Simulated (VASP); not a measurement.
A convergence study with VASP on C (diamond): one setting is varied, all else stays as given below, so the limit is that of these other settings. Each run relaxes cell and ions from the cell shown. The basis is that of the starting cell, so low cut-offs carry a Pulay error.

```yaml
crystal:
  lattice:
    - [0.00000, 1.78350, 1.78350]
    - [1.78350, 0.00000, 1.78350]
    - [1.78350, 1.78350, 0.00000]
  atoms:
    - { symbol: C, position: [0.00000, 0.00000, 0.00000] }
    - { symbol: C, position: [0.25000, 0.25000, 0.25000] }
```

Calculation: LDA (Ceperley-Alder, Perdew-Zunger), VASP's LDA PAW potentials (set 64) (plane waves; VASP). The tightest run used: 800 eV cut-off, 10×10×10 Γ-centred mesh, Gaussian smearing of 0.050 eV, potentials C.

Gaps are read on the run's mesh, which can miss a band edge.

The settings run are ENCUT = 250; ENCUT = 300; ENCUT = 350; ENCUT = 400; ENCUT = 450; ENCUT = 500; ENCUT = 550; ENCUT = 600; ENCUT = 650; ENCUT = 700; ENCUT = 750; ENCUT = 800. From which on does the relaxed volume stay within 0.05 Å³/atom of the tightest run?…

From ENCUT = 400 on: it is off by 0.030 there and by no more than 0.05 in any finer run, while ENCUT = 350 is off by 0.091.
```tsv
setting	relaxed volume (Å³/atom)	E (eV/atom)	gap on the mesh (eV)	plane waves	difference judged (Å³/atom)
ENCUT = 250	5.100	-10.3687	4.469	113	0.419
ENCUT = 300	5.320	-10.2418	4.247	144	0.199
ENCUT = 350	5.428	-10.1576	4.243	174	0.091
ENCUT = 400	5.489	-10.1325	4.195	214	0.030
ENCUT = 450	5.523	-10.1252	4.197	262	0.005
ENCUT = 500	5.528	-10.1228	4.194	302	0.009
ENCUT = 550	5.522	-10.1242	4.197	343	0.003
ENCUT = 600	5.517	-10.1269	4.199	392	0.002
ENCUT = 650	5.515	-10.1291	4.202	444	0.004
ENCUT = 700	5.515	-10.1305	4.202	531	0.004
ENCUT = 750	5.517	-10.1312	4.201	544	0.002
ENCUT = 800	5.519	-10.1317	4.200	596	0.000
```

Left out are rungs that failed or repeat a setting and relaxations that didn't move; long series are thinned to 24 rows.

The compound is C in the diamond structure.
